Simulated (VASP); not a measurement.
An input for Ansatz (written as the equivalent of a VASP run, and not itself run):

Ansatz 0.2 input:
```yaml
crystal:
  lattice:
    - [0.0000000, 2.0856450, 2.0856450]
    - [2.0856450, 0.0000000, 2.0856450]
    - [2.0856450, 2.0856450, 0.0000000]
  atoms:
    - { symbol: Au, position: [0.0000000, 0.0000000, 0.0000000] }
kpoints:
  mp_grid: { grid: [14, 14, 14] }
hamiltonian:
  xc: lda
  pseudopotentials: { kind: paw }
scf:
  occupations: { method: methfessel_paxton, width: 0.1 }
  max_iter: 100
relax:
  max_steps: 60
  f_tol: 0.01
  cell: {}
output: { forces: true, stress: true, eigenvalues: true }
```

Task: Write the VASP files for the same calculation (LDA).

Result: Several could match; the one computed here: 
**POSCAR**
```
Au
1
    0.0000000000     2.0856450000     2.0856450000
    2.0856450000     0.0000000000     2.0856450000
    2.0856450000     2.0856450000     0.0000000000
Au
1
Direct
  0.0000000000   0.0000000000   0.0000000000
```

KPOINTS:
```
Automatic
0
G
14 14 14
0 0 0
```

INCAR:
```
# general
SYSTEM =Au
PREC   =Accurate
ENCUT  =400   # plane-wave cut-off (eV)
LREAL  =.False.
LASPH  =.True.   # aspherical one-centre terms

# electronic loop
EDIFF  =1E-6   # SCF stop (eV)
NELM   =100
ALGO   =Normal   # blocked Davidson
LMAXMIX=6

# smearing
ISMEAR =1   # Methfessel-Paxton
SIGMA  =0.1   # width (eV)

# ions
IBRION =2   # conjugate gradients
NSW    =60   # most ionic steps
ISIF   =3   # ions, shape and volume
EDIFFG =-0.01   # ionic stop

# output
LWAVE  =.False.
LCHARG =.False.
```

POTCAR, in this order: Au (LDA.64 set). Program: vasp_std.

Limits of the translation: each code has its own PAW files, so the cut-off isn't converted (ENCUT is set for VASP's; basis.ecutwfc is left out, and Ansatz then takes the one that its files recommend); Ansatz stops its SCF on the density residual and VASP on the energy change (EDIFF); Ansatz's lda is the Perdew-Wang form, while the LDA potentials of VASP carry Perdew-Zunger's.

The structure comes from a computed database's Au entry (Fm-3m); how it stands against other phases isn't given here. This run relaxes it. Symmetry was kept, so distortions that lower it aren't found.
